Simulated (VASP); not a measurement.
## Rb3Tl: single point with LDA

Crystal: Rb3Tl.

```
Rb Tl
1.0
     0.00000    4.59296    4.59296
     4.59296    0.00000    4.59296
     4.59296    4.59296    0.00000
Rb Tl
3 1
Direct
  0.25000 0.25000 0.25000
  0.75000 0.75000 0.75000
  0.50000 0.50000 0.50000
  0.00000 0.00000 0.00000
```

The cell comes from a database or a generator and needn't be the stable form of this composition.

```json
{
  "Program": "VASP 6.6.1",
  "Task": "single point",
  "Functional": "LDA",
  "Potentials or basis": "VASP PAW LDA potentials, release 64 (Rb_sv, Tl_d)",
  "Cutoff": "520 eV",
  "k mesh": "4 × 4 × 4",
  "Occupations": "fermi-dirac, width 0.05 eV",
  "Spin": "no spin polarisation"
}
```

```yaml
Pressure: 0.0 GPa
Band_gap_on_the_k_mesh: none (metal or under the smearing width)
```

Levels at points of the mesh, in eV from the Fermi level:
| k point | band 15 | band 16 | band 17 | band 18 | band 19 | band 20 | band 21 | band 22 | band 23 | band 24 |
| --- | --- | --- | --- | --- | --- | --- | --- | --- | --- | --- |
| (0.00, 0.00, 0.00) | -11.41 | -11.41 | -11.41 | -6.30 | -0.32 | 0.13 | 0.13 | 0.13 | 1.52 | 1.52 |
| (0.50, 0.00, 0.00) | -11.42 | -11.41 | -11.41 | -6.05 | -1.43 | 0.00 | 0.00 | 1.40 | 2.07 | 2.41 |
| (0.50, 0.50, 0.00) | -11.42 | -11.42 | -11.42 | -6.02 | -1.19 | 0.26 | 0.26 | 0.45 | 0.81 | 2.76 |

Run time: 26 s on 1 thread of AMD EPYC 9R45 96-Core Processor (Zen 5), with other jobs on the host, peak memory 0.23 GiB.

The run has no spin-orbit coupling, so splittings on Tl are missing.
